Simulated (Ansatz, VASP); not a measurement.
One calculation of SrB5Te, two programs

```xyz
7
Lattice="3.5370 0.0000 0.0000 0.0000 3.5370 0.0000 0.0000 0.0000 8.0306" Properties=species:S:1:pos:R:3 pbc="T T T"
Sr    0.0000    0.0000    0.0000
B     0.0000    1.7685    2.1154
B     0.0000    1.7685    5.9153
B     1.7685    0.0000    2.1154
B     1.7685    0.0000    5.9153
B     1.7685    1.7685    0.0000
Te    0.0000    0.0000    4.0153
```

Change from the starting cell: species swapped into the HfGa5Ni type (P4/mmm, No. 123).

Alike in both runs: functional PBE; k mesh 10 × 10 × 6; occupations gaussian, width 0.1 eV; no spin polarisation.

Ansatz relaxed the structure, and its values are those at the end. VASP's run is a single point on that final structure, the one shown.

```csv
,VASP,Ansatz
version,VASP 6.6.1,Ansatz 0.2.0
potentials or method,"VASP PAW PBE potentials, release 64 (Sr_sv, B, Te)","scalar-relativistic, plane waves, PAW"
plane-wave cutoff (eV),520,420
valence electrons in the cell,31,41
```

Ansatz gave:

```
gap on the k mesh at the Fermi level (eV) : none
pressure (GPa)                            : 0.0
rms of the force components (eV/Å)        : 0.001
```

What did VASP give for the same quantities?

gap on the k mesh at the Fermi level (eV): none; pressure (GPa): 0.2; rms of the force components (eV/Å): 0.005.

A gap of «none» marks a metal or a gap that the smearing closes. The functional is the same, so the differences come from potentials, cutoffs and numerics. The two sets of potentials don't hold the same shells in valence.

The runs have no spin-orbit coupling, so splittings on Te are missing.
